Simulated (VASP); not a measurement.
```yaml
crystal:
  lattice:
    - [0.00000, 2.83244, 2.83244]
    - [2.83244, 0.00000, 2.83244]
    - [2.83244, 2.83244, 0.00000]
  atoms:
    - { symbol: Zn, position: [0.00000, 0.00000, 0.00000] }
    - { symbol: Se, position: [0.75000, 0.75000, 0.75000] }
```

These are PBE GGA, VASP's PBE PAW potentials (set 64) (plane waves; VASP) values and carry that method's errors. Numerical set-up: 300 eV cut-off, 5×5×5 Γ-centred mesh, Gaussian smearing of 0.010 eV, potentials Zn Se.

Give the energies of bands 2 to 12 at the high-symmetry points, in eV from the valence-band maximum.

```csv
band,Γ,X,U,L,W
2,-6.54,-6.51,-6.46,-6.45,-6.42
3,-6.54,-6.29,-6.33,-6.45,-6.33
4,-6.54,-6.29,-6.25,-6.15,-6.20
5,-6.17,-6.12,-6.15,-6.15,-6.20
6,-6.17,-5.99,-5.90,-6.01,-5.87
7,0.00,-4.76,-4.73,-5.25,-4.70
8,0.00,-2.20,-3.10,-0.87,-2.77
9,0.00,-2.20,-1.80,-0.87,-2.68
10,1.29,2.97,3.57,2.54,5.48
11,5.79,3.45,5.60,6.37,5.55
12,5.79,10.75,9.05,6.37,6.96
```

The gap is direct, 1.29 eV, from the valence maximum at Γ to the conduction minimum at Γ.

The structure comes from a computed database's ZnSe entry; how it stands against other phases isn't given here. The cell was not relaxed at this level.
